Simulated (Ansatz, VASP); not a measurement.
## La2O3 in two plane-wave programs

Wanted: the spread between two codes on one cell, functional and k mesh.

Calculated with Ansatz 0.2.0; plane waves, with VASP 6.6.1 beside it; relaxation of cell and atoms at PBE and relaxation of cell and atoms at r2SCAN with rVV10.

## (1) Starting point

It takes space group P-3m1 (No. 164, trigonal). The conventional cell has a = 3.931 Å, b = 3.931 Å, c = 6.112 Å, α = 90.00°, β = 90.00°, γ = 120.00°. La has 7 O at 2.36 to 2.72 Å nearest. O has 4 La at 2.36 to 2.44 Å nearest. O has 6 La at 2.72 Å nearest. Farther neighbours and most contacts between anions are not listed.

## (2) VASP: relaxation of cell and atoms, PBE

The relaxed volume is the usual yardstick between codes: its relative difference is about their pressure difference at one cell divided by the bulk modulus.

Lines of VASP's logs that name or quote its potential files are left out, and so is its time.

File INCAR:

```
SYSTEM = La2O3
PREC = Accurate
ENCUT = 560
EDIFF = 1E-06
NELM = 100
ISMEAR = -1
SIGMA = 0.05
LREAL = .FALSE.
ALGO = Normal
GGA = PE
NBANDS = 26
LASPH = .TRUE.
LORBIT = 11
LWAVE = .FALSE.
LCHARG = .FALSE.
KPAR = 4
IBRION = 2
NSW = 60
ISIF = 3
EDIFFG = -0.01
```

File POSCAR:

```
La2O3
1.0
    3.9307778780      0.0000000000      0.0000000000
   -1.9653889390      3.4041534990      0.0000000000
    0.0000000000      0.0000000000      6.1119535200
La O
2 3
Direct
    0.6666666700      0.3333333300      0.7537643200
    0.3333333300      0.6666666700      0.2462356800
    0.6666666700      0.3333333300      0.3541093500
    0.3333333300      0.6666666700      0.6458906500
    0.0000000000      0.0000000000      0.0000000000
```

File KPOINTS:

```
Automatic mesh
0
Gamma
7 7 4
0 0 0
```

Potentials, in the order of the species: La and O (PBE family, release 64).

Started as:

```console
mpirun -np 4 vasp_std
```

Numbers of over 12 decimals in the logs are rounded to 6 here.

The program printed:

```text
[banner, memory and clock lines left out]
running    4 mpi-ranks, on    1 nodes
 distrk:  each k-point on    1 cores,    4 groups
 distr:  one band on    1 cores,    1 groups

 POSCAR found type information on POSCAR LaO
 POSCAR found :  2 types and       5 ions
 LDA part: xc-table for (Slater+PW92), standard interpolation
 POSCAR, INCAR and KPOINTS ok, starting setup
 FFT: planning ... GRIDC
 FFT: planning ... GRID_SOFT
 FFT: planning ... GRID
 WAVECAR not read
 entering main loop
       N       E                     dE             d eps       ncg     rms          rms(c)
DAV:   1     0.489932071813E+03    0.48993E+03   -0.16353E+04  1480   0.248E+03
DAV:   2     0.912522766407E+02   -0.39868E+03   -0.38799E+03  2072   0.384E+02
DAV:   3    -0.302481510191E+02   -0.12150E+03   -0.11819E+03  2496   0.210E+02
DAV:   4    -0.463882295657E+02   -0.16140E+02   -0.16112E+02  2460   0.823E+01
DAV:   5    -0.474834458860E+02   -0.10952E+01   -0.10944E+01  2480   0.254E+01    0.149E+01
DAV:   6    -0.418395095257E+02    0.56439E+01   -0.50426E+01  2304   0.409E+01    0.755E+00
DAV:   7    -0.418234900352E+02    0.16019E-01   -0.55308E+00  2800   0.231E+01    0.348E+00
DAV:   8    -0.418181032566E+02    0.53868E-02   -0.52594E-01  2544   0.602E+00    0.126E+00
DAV:   9    -0.418166704194E+02    0.14328E-02   -0.81932E-02  2600   0.233E+00    0.378E-01
DAV:  10    -0.418191326898E+02   -0.24623E-02   -0.34754E-02  2480   0.122E+00    0.189E-01
DAV:  11    -0.418199785538E+02   -0.84586E-03   -0.10436E-02  2512   0.776E-01    0.127E-01
DAV:  12    -0.418202572983E+02   -0.27874E-03   -0.23325E-03  2288   0.348E-01    0.619E-02
DAV:  13    -0.418202740120E+02   -0.16714E-04   -0.11930E-03  2552   0.231E-01    0.225E-02
DAV:  14    -0.418202827809E+02   -0.87689E-05   -0.18703E-04  2296   0.998E-02    0.153E-02
DAV:  15    -0.418202793829E+02    0.33980E-05   -0.56190E-05  2640   0.555E-02    0.296E-03
DAV:  16    -0.418202799856E+02   -0.60270E-06   -0.63713E-06  2128   0.160E-02
   1 F= -.41820280E+02 E0= -.41820280E+02  d E =-.418203E+02
[...]
2 F= -.41821320E+02 E0= -.41821320E+02  d E =-.104006E-02
[...]
3 F= -.41825129E+02 E0= -.41825129E+02  d E =-.484888E-02
[...]
4 F= -.41826082E+02 E0= -.41826082E+02  d E =-.953155E-03
[...]
5 F= -.41826264E+02 E0= -.41826264E+02  d E =-.113546E-02
[...]
6 F= -.41826480E+02 E0= -.41826480E+02  d E =-.215242E-03
[...]
7 F= -.41826543E+02 E0= -.41826543E+02  d E =-.278750E-03
 curvature:  -1.13 expect dE=-0.640E-04 dE for cont linesearch -0.769E-07
 trial: gam= 0.26785 g(F)=  0.493E-04 g(S)=  0.723E-05 ort =-0.474E-05 (trialstep = 0.120E+01)
 search vector abs. value=  0.777E-04
 bond charge predicted
       N       E                     dE             d eps       ncg     rms          rms(c)
DAV:   1    -0.418264835421E+02    0.59653E-04   -0.22638E-02  1974   0.129E+00    0.541E-02
DAV:   2    -0.418266053284E+02   -0.12179E-03   -0.19513E-03  2352   0.489E-01    0.272E-02
DAV:   3    -0.418265940756E+02    0.11253E-04   -0.13496E-04  2710   0.113E-01    0.137E-02
DAV:   4    -0.418265889921E+02    0.50835E-05   -0.32166E-05  2886   0.495E-02    0.489E-03
DAV:   5    -0.418265885572E+02    0.43489E-06   -0.54542E-06  2194   0.150E-02
   8 F= -.41826589E+02 E0= -.41826589E+02  d E =-.454768E-04
 trial-energy change:   -0.000045  1 .order   -0.000047   -0.000066   -0.000027
 step:   2.0108(harm=  2.0108)  dis= 0.00211  next Energy=   -41.826599 (dE=-0.555E-04)
 reached required accuracy - stopping structural energy minimisation
```

From OUTCAR (step 2):

```text
ion  position               nearest neighbor table
   1  0.667  0.333  0.754-   4 2.36   4 2.36   4 2.36   3 2.44   5 2.72   5 2.72   5 2.72
   2  0.333  0.667  0.246-   3 2.36   3 2.36   3 2.36   4 2.44   5 2.72   5 2.72   5 2.72
   3  0.667  0.333  0.354-   2 2.36   2 2.36   2 2.36   1 2.44
   4  0.333  0.667  0.646-   1 2.36   1 2.36   1 2.36   2 2.44
   5  0.000  0.000  0.000-   1 2.72   2 2.72   1 2.72   2 2.72   1 2.72   2 2.72

  LATTYP: Found a hexagonal cell.
 ALAT       =     3.9307778780
 C/A-ratio  =     1.5548966921

 Subroutine GETGRP returns: Found 12 space group operations
 (whereof 12 operations were pure point group operations)

The static configuration has the point symmetry D_3d.

 Found     28 irreducible k-points:

   k-points           NKPTS =     28   k-points in BZ     NKDIM =     28   number of bands    NBANDS=     26

   dimension x,y,z NGX =    30 NGY =   30 NGZ =   48
   dimension x,y,z NGXF=    60 NGYF=   60 NGZF=   96

   ENCUT  =  560.0 eV  41.16 Ry    6.42 a.u.   7.58  7.58 11.79*2*pi/ulx,y,z

   NELECT =      40.0000    total number of electrons

 k-points in reciprocal lattice and weights: Automatic mesh
   0.00000000  0.00000000  0.00000000       0.005
   0.14285714  0.00000000  0.00000000       0.031
   0.28571429  0.00000000  0.00000000       0.031
   0.42857143  0.00000000  0.00000000       0.031
   0.14285714  0.14285714  0.00000000       0.031
   0.28571429  0.14285714  0.00000000       0.061
   0.42857143  0.14285714  0.00000000       0.031
   0.28571429  0.28571429  0.00000000       0.031
   0.00000000  0.00000000  0.25000000       0.010
[...]
0.42857143  0.14285714  0.50000000       0.031
   0.28571429  0.28571429  0.50000000       0.031

 average (electrostatic) potential at core
       1 -95.1719       2 -95.1719       3 -67.2073       4 -67.2073       5 -66.7082

 E-fermi :   6.9873

 k-point     1 :       0.0000    0.0000    0.0000
  band No.  band energies     occupation
    ...
     16       3.7534      2.00000
     17       4.2110      2.00000
     18       5.4815      2.00000
     19       5.4815      2.00000
     20       5.7371      2.00000
     21      10.0978      0.00000
     22      10.4485      0.00000
     23      10.4485      0.00000
     24      10.9041      0.00000
     25      11.1368      0.00000
    ...

 k-point     2 :       0.1429    0.0000    0.0000
  band No.  band energies     occupation
    ...
     16       3.8336      2.00000
     17       4.6565      2.00000
     18       5.2086      2.00000
     19       5.4636      2.00000
     20       5.6681      2.00000
     21      10.2077      0.00000
     22      10.4508      0.00000
     23      10.5763      0.00000
     24      10.9701      0.00000
     25      11.0867      0.00000
    ...

 k-point     3 :       0.2857    0.0000    0.0000
  band No.  band energies     occupation
    ...
     16       4.4006      2.00000
     17       4.8800      2.00000
     18       4.9860      2.00000
     19       5.4846      2.00000
     20       5.5972      2.00000
     21       9.9345      0.00000
     22      10.5033      0.00000
     23      10.8230      0.00000
     24      11.0116      0.00000
     25      11.0470      0.00000
    ...

  Total       -0.0022635     -0.0022635     -0.0169987     -0.0000000     -0.0000000      0.0000000
  in kB       -0.0436975     -0.0436975     -0.3281626     -0.0000000     -0.0000000      0.0000000
  external PRESSURE =      -0.1385192 kB  Pullay stress =       0.0000000 kB

  energy-cutoff  :      560.00
  volume of cell :       82.99
      direct lattice vectors                 reciprocal lattice vectors
     3.937181311  0.000000000 -0.000000000     0.253988811  0.146640508  0.000000000
    -1.968590656  3.409699035  0.000000000     0.000000000  0.293281017  0.000000000
     0.000000000 -0.000000000  6.182091496     0.000000000 -0.000000000  0.161757554

 POSITION                                       TOTAL-FORCE (eV/Angst)
 -----------------------------------------------------------------------------------
      1.96859      1.13657      4.65388         0.000000      0.000000     -0.008505
     -0.00000      2.27313      1.52821        -0.000000     -0.000000      0.008505
      1.96859      1.13657      2.19095        -0.000000     -0.000000      0.007945
     -0.00000      2.27313      3.99114         0.000000      0.000000     -0.007945
      0.00000      0.00000      0.00000         0.000000      0.000000      0.000000
 -----------------------------------------------------------------------------------
    total drift:                                0.000000      0.000000      0.000000

  FREE ENERGIE OF THE ION-ELECTRON SYSTEM (eV)
  ---------------------------------------------------
  free  energy   TOTEN  =       -41.8265885572 eV

  energy  without entropy=      -41.8265885572  energy(sigma->0) =      -41.82658856

 reached required accuracy - stopping structural energy minimisation

 total charge
# of ion       s       p       d       f       tot
--------------------------------------------------
    1        2.018   5.696   0.634   0.239   8.588
    2        2.018   5.696   0.634   0.239   8.588
    3        1.567   3.462   0.000   0.000   5.029
    4        1.567   3.462   0.000   0.000   5.029
    5        1.554   3.374   0.000   0.000   4.928
--------------------------------------------------
tot          8.725  21.690   1.269   0.478  32.162

[... 3 further parts left out ...]
```

CONTCAR:

```
La2O3
   1.00000000000000
     3.9371813110228069    0.0000000000000000   -0.0000000000000000
    -1.9685906555114034    3.4096990346692713    0.0000000000000000
     0.0000000000000000   -0.0000000000000000    6.1820914964524123
  La              O
     2     3
Direct
     0.6666666699999979    0.3333333300000021    0.7528008159646180
     0.3333333300000021    0.6666666699999979    0.2471991840353820
     0.6666666699999979    0.3333333300000021    0.3544029419492193
     0.3333333300000021    0.6666666699999979    0.6455970580507805
     0.0000000000000000    0.0000000000000000    0.0000000000000000
```

## (3) Ansatz: relaxation of cell and atoms, PBE

Ansatz runs on its default PAW (the set named soft_2) files.

The same cell, functional, mesh and smearing now go to Ansatz, which takes its cutoff from its data sets.

File input.yaml:

```yaml
crystal:
  lattice:
    - [3.930777878, 0.0, 0.0]
    - [-1.965388939, 3.404153499, 0.0]
    - [0.0, 0.0, 6.11195352]
  atoms:
    - { symbol: La, position: [0.66666667, 0.33333333, 0.75376432] }
    - { symbol: La, position: [0.33333333, 0.66666667, 0.24623568] }
    - { symbol: O, position: [0.66666667, 0.33333333, 0.35410935] }
    - { symbol: O, position: [0.33333333, 0.66666667, 0.64589065] }
    - { symbol: O, position: [0.0, 0.0, 0.0] }
hamiltonian:
  xc: pbe
  pseudopotentials: { kind: paw }
kpoints:
  mp_grid: { grid: [7, 7, 4] }
scf:
  occupations: { method: fermi_dirac, width: 0.05 }
relax:
  f_tol: 0.01
  max_steps: 60
  cell: { stress_tol: 0.05 }
output:
  forces: true
  stress: true
```

Started as:

```console
ansatz run input.yaml --threads 4 --pin off --max-ram 9216MiB --backend cpu --events-out ev --progress --plain --runs-dir out
```

The program printed:

```text
Engine: ansatz 0.2.0, aarch64-unknown-linux-gnu
Pseudopotentials: kind: paw
Pseudopotential: La, paw, valence charge 11, recommended cutoff 420 eV (normal), La.paw.azcp
Pseudopotential: O, paw, valence charge 6, recommended cutoff 420 eV (normal), O.paw.azcp
Functional definition: PBE
  parameter kappa = 0.804
  parameter beta = 0.066725
  exchange = pbe_x(kappa = kappa, mu = beta*pi^2/3)
  correlation = pbe_c(beta = beta)
Crystal: 5 atoms, lattice volume = 81.784 Å³
Basis set: ecut = 420 eV, 1641 PW (Γ), exchange–correlation on 54×54×90 points (8 copies of the dense FFT grid, shifted against one another)
Bands: 25, of which v1, the nominal top of the filled ones, is band 20 counted from 1 (19 counted from 0)
Symmetry: 12 space group operations
Space group: P-3m1 (ITA 164), of the structure as read, at distance tolerance 4.3e-5 Å
k-points: 28 of 196
Non-local potential: La, projectors of the file, l = 0: 3, l = 1: 2, l = 2: 2, l = 3: 3
Non-local potential: O, projectors of the file, l = 0: 2, l = 1: 2, l = 2: 1
PAW form: soft (Blöchl's): semilocal exchange-correlation on the pseudo side does not see the compensation charge
PAW one-centre angular grid: La, 590 points (default); XC on 64 Gauss nodes
PAW one-centre angular grid: O, 110 points (default); XC on 64 Gauss nodes
Initial density: superposition of atomic densities (neutral atoms: chi_scale 0, normalization atom), corrected by the library's trained network
Initial wavefunctions: pseudopotential atomic-orbital guess
Functional: x = pbe(κ = 0.804, μ = 0.219515), c = pbe(β = 0.066725)
SCF iter   1: F=—  HF=-14212.059212 eV  |F-HF|=—  |Δ(HF+E_count)|=         —  Δρ=2.31e-3  dr2=4.49e-3  ethr=1.77e-3  ⟨swp⟩=5.5  Hψ=3253  notcnv=0
preconditioner: auto → Resta (q_TF=auto, 2.422 Å⁻¹)  ε∞=4.9  [insulator: Δε(μ)=3.930 eV  Ē_g=12.506 eV  σ=0.050 eV  W_gap=1.00  n_scr=22 (ndim 8)  ℏωp=24.6 eV  f_vac=0.023  D(μ)=0.00/eV (n_scr^D=0)  ε∞_Penn≈4.9]
SCF iter   2: F=—  HF=-14212.059574 eV  |F-HF|=—  |Δ(HF+E_count)|=   3.61e-4  Δρ=1.43e-3  dr2=9.59e-4  ethr=1.12e-5  ⟨swp⟩=2.1  Hψ=1532  notcnv=0  defer=5
SCF iter   3: F=—  HF=-14212.060000 eV  |F-HF|=—  |Δ(HF+E_count)|=   4.27e-4  Δρ=6.65e-4  dr2=3.70e-4  ethr=2.40e-6  ⟨swp⟩=2.0  Hψ=1127  notcnv=0  defer=5
SCF iter   4: F=—  HF=-14212.060183 eV  |F-HF|=—  |Δ(HF+E_count)|=   1.83e-4  Δρ=1.06e-4  dr2=8.32e-6  ethr=9.25e-7  ⟨swp⟩=2.4  Hψ=1084  notcnv=0  defer=5
SCF iter   5: F=—  HF=-14212.060169 eV  |F-HF|=—  |Δ(HF+E_count)|=   1.39e-5  Δρ=7.64e-5  dr2=4.49e-6  ethr=2.08e-8  ⟨swp⟩=2.0  Hψ=1180  notcnv=0  defer=5
SCF iter   6: F=—  HF=-14212.060169 eV  |F-HF|=—  |Δ(HF+E_count)|=   4.69e-7  Δρ=2.28e-5  dr2=3.02e-7  ethr=1.12e-8  ⟨swp⟩=2.0  Hψ=1055  notcnv=0  defer=5
SCF iter   7: F=-14212.060169 eV  HF=-14212.060169 eV  |F-HF|=3.17e-8  |Δ(HF+E_count)|=   1.07e-7  Δρ=5.42e-6  dr2=2.43e-8  ethr=2.50e-10  ⟨swp⟩=4.1  Hψ=2495  notcnv=0
SCF 1 converged in 7 iterations: F = -14212.060169 eV  dr2 = 2.43e-8
  greatest PAW one-centre occupation: 0.973 electrons in one spin orbital (limit 2), on the La atom at site 1 (counted from 0), in its partial waves of l = 0
relax step   1: F+E_penalty+E_count = -14212.06016916 eV  Δ(F+E_penalty+E_count) = +0.000e0 eV  max|allowed force component| = 1.608e-2 eV/Å  Δτ_max = 0.0000 Å  P = +1.895 GPa  Ω = 81.784 Å³  (7 SCF iters, dr2 threshold 1.00e-7 eV, accepted)
[... from here on, the SCF cycles and remarks between the steps are left out ...]
relax step   2: F+E_penalty+E_count = -14212.02562204 eV  Δ(F+E_penalty+E_count) = +3.455e-2 eV  max|allowed force component| = 3.704e-1 eV/Å  Δτ_max = 0.0377 Å  P = -2.743 GPa  Ω = 85.601 Å³  energy of the carried Pulay correction = -1.007e-2 eV  (7 SCF iters, dr2 threshold 5.00e-7 eV, rejected (line search))
relax step   3: F+E_penalty+E_count = -14212.06446215 eV  Δ(F+E_penalty+E_count) = -4.293e-3 eV  max|allowed force component| = 3.354e-2 eV/Å  Δτ_max = 0.0086 Å  P = -0.010 GPa  Ω = 83.137 Å³  energy of the carried Pulay correction = -3.621e-3 eV  (10 SCF iters, accepted)
relax step   4: F+E_penalty+E_count = -14212.06459752 eV  Δ(F+E_penalty+E_count) = -1.354e-4 eV  max|allowed force component| = 1.983e-2 eV/Å  Δτ_max = 0.0010 Å  P = -0.003 GPa  Ω = 83.119 Å³  energy of the carried Pulay correction = -3.575e-3 eV  (4 SCF iters, dr2 threshold 7.68e-8 eV, accepted)
relax step   5: F+E_penalty+E_count = -14212.06472167 eV  Δ(F+E_penalty+E_count) = -1.241e-4 eV  max|allowed force component| = 5.504e-3 eV/Å  Δτ_max = 0.0027 Å  P = +0.027 GPa  Ω = 83.121 Å³  energy of the carried Pulay correction = -3.580e-3 eV  (5 SCF iters, dr2 threshold 5.26e-8 eV, accepted)
relax step   6: F+E_penalty+E_count = -14212.06864187 eV  Δ(F+E_penalty+E_count) = -3.920e-3 eV  max|allowed force component| = 5.552e-3 eV/Å  Δτ_max = 0.0000 Å  P = +0.114 GPa  Ω = 83.121 Å³  stress off target by 1.29e-1 GPa  SCF on the basis re-selected at this cell (its energy is not comparable with the rows above)  (7 SCF iters)
relax step   7: F+E_penalty+E_count = -14212.06846085 eV  Δ(F+E_penalty+E_count) = +1.810e-4 eV  max|allowed force component| = 3.822e-4 eV/Å  Δτ_max = 0.0006 Å  P = +0.004 GPa  Ω = 83.201 Å³  energy of the carried Pulay correction = -2.142e-4 eV  (5 SCF iters, dr2 threshold 4.15e-8 eV, accepted)
relax step   8: F+E_penalty+E_count = -14212.06860126 eV  Δ(F+E_penalty+E_count) = -1.404e-4 eV  max|allowed force component| = 3.037e-4 eV/Å  Δτ_max = 0.0000 Å  P = +0.006 GPa  Ω = 83.201 Å³  stress off target by 1.16e-2 GPa  SCF on the basis re-selected at this cell (its energy is not comparable with the rows above)  (7 SCF iters)
basis re-selected at this cell: Δ(F+E_penalty+E_count) = -1.404e-4 eV, ΔP = +0.002 GPa vs the last step (what re-selecting the basis moved, of the pressure what is left beyond the Pulay correction that the steps carried, after the strain that the cell walked since its last selection, with what the two solves' SCF thresholds leave and, on support functions, any second-order correction that the steps lacked; it is no m [...]
SCF converged after 7 iterations
Free energy (F): -14212.068601 eV
Harris-Foulkes:  -14212.068601 eV  (|F-HF|=1.27e-11)
Internal energy: -14212.068601 eV  (E = F + TS)
E sigma→0 (E₀):  -14212.068601 eV
Fermi energy:    11.412799 eV
--- Per-component energies (eV) ---
  E_band       = -15.935235
  E_kinetic    = 911.229668
  E_local      = -1555.143752  (includes V_loc(G=0)·N_el)
  E_nonlocal   = 336.468205
  E_hartree    = 554.152371
  E_xc         = -503.107741
  E_vxc        = -581.495291  (∫ρ·V_xc dr)
  E_paw        = -11307.785718  (= ΣΔE_a)
  E_vpaw       = -235.306019  (= ΣTr[D̂ρ^β])
  E_aug_tail   = 0.007208  (compensation charges beyond the density's cutoff)
  E_ewald      = -2647.888843
  E_smearing   = -0.000000  (= −TS)
  E_closure    = -0.000000  (closes the sum)
  Σ components = -14212.068601   (vs F -14212.068601, Δ=0.00e0)
--- Forces (eV/Å), atoms counted from 1 ---
  atom   1  La    -0.00000000    -0.00000000    -0.00030367
  atom   2  La     0.00000000     0.00000000     0.00030367
  atom   3  O      0.00000000     0.00000000     0.00003655
  atom   4  O     -0.00000000    -0.00000000    -0.00003655
  atom   5  O      0.00000000     0.00000000     0.00000000
  max |Σ_I F_I| component: 2.31e-18 eV/Å
--- Stress (GPa, compression-positive) ---
        0.003042       0.000000      -0.000000
        0.000000       0.003042       0.000000
       -0.000000       0.000000       0.011578
  P = ⅓ Tr σ = 0.0059 GPa (0.059 kbar)
--- Relaxed structure (6 steps of the walk, 5 accepted, 2 SCFs on fresh bases) ---
  F+E_penalty+E_count = -14212.06860126 eV   max|allowed force component| = 3.037e-4 eV/Å   (the final SCF, on the basis selected at the relaxed cell)
  cell:  # Å, volume = 83.2014 Å³
    - [3.940403, 0, 7.466764522217624e-18]
    - [-1.970202, 3.412489, -3.733382261108811e-18]
    - [1.1610047456478981e-17, 0, 6.187551]
  atoms:
    - { symbol: La, position: [0.666667, 0.333333, 0.752628] }
    - { symbol: La, position: [0.333333, 0.666667, 0.247372] }
    - { symbol: O, position: [0.666667, 0.333333, 0.354699] }
    - { symbol: O, position: [0.333333, 0.666667, 0.645301] }
    - { symbol: O, position: [0, 0, 0] }
```

Elapsed: 8.2 s, on 4 threads of Arm Neoverse V2, shared host; peak memory 0.42 GiB; 30 s of CPU time.

## (4) Comparison

Known differences besides the potentials themselves: both relaxations stop at a tolerance, which leaves soft axes loose, and VASP keeps its plane-wave basis; the cutoff is 420 eV in Ansatz and 560 eV in VASP; Ansatz adds a Pulay correction to the stress that steers its cell, VASP none. Total energies have different zeros and are not compared.

The two programs side by side:

| quantity | Ansatz | VASP | difference |
| --- | --- | --- | --- |
| volume (Å³) | 83.20 | 82.99 | +0.25 % |
| edge a after relaxation, in the typed setting (Å) | 3.940 | 3.937 | +0.08 % |
| edge c after relaxation, in the typed setting (Å) | 6.188 | 6.182 | +0.09 % |

The walks stopped with 0.01 GPa left in Ansatz and -0.01 GPa in VASP; each walk ends within a tolerance, so the volume difference is uncertain by about these residues over the bulk modulus, most in soft cells.

(Continued in part 2 of 2.)

[Lines on the potential files, build, host, timing and source positions are cut from VASP's logs without a mark.]

[Logs are printed without paths, hosts, clocks, repeated set-up lines and the standing remarks that a program may print on its own settings, such as how far it seeks lower states.]

[Hosts, paths, dates, database ids (printed as entryN), source tags and the programs' standing remarks are cut or masked in the printed files.]
